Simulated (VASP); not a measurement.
Input:

```yaml
crystal:
  lattice:
    - [0.00000, 2.89736, 2.89736]
    - [2.89736, 0.00000, 2.89736]
    - [2.89736, 2.89736, 0.00000]
  atoms:
    - { symbol: Hg, position: [0.00000, 0.00000, 0.00000] }
    - { symbol: S, position: [0.25000, 0.25000, 0.25000] }
```

Level of theory: vdW-DF-cx, VASP's PBE PAW potentials (set 64) (plane waves; VASP). Run with 520 eV cut-off, 11×11×11 Γ-centred mesh, first-order Methfessel-Paxton smearing of 0.10 eV, potentials Hg S.

Unless said otherwise, spin-orbit coupling is left out, though it shifts the bands of the heavy elements here.

Task: What does the run give for the energy per atom (σ→0), pressure, band gap (on the k-mesh) with the smallest direct gap where there is one?

Result: 
```yaml
band gap (on the k-mesh): none (metal, semimetal or under 0.01 eV)
energy per atom (σ→0): -0.214 eV/atom
pressure: 4.17 GPa
```

Total energies compare only between runs with the same potentials, cut-off and functional.

The compound is HgS in the zinc blende structure, metacinnabar; cinnabar is the stable form. This cell is one point of a volume scan, at 0.94 of the reference volume.
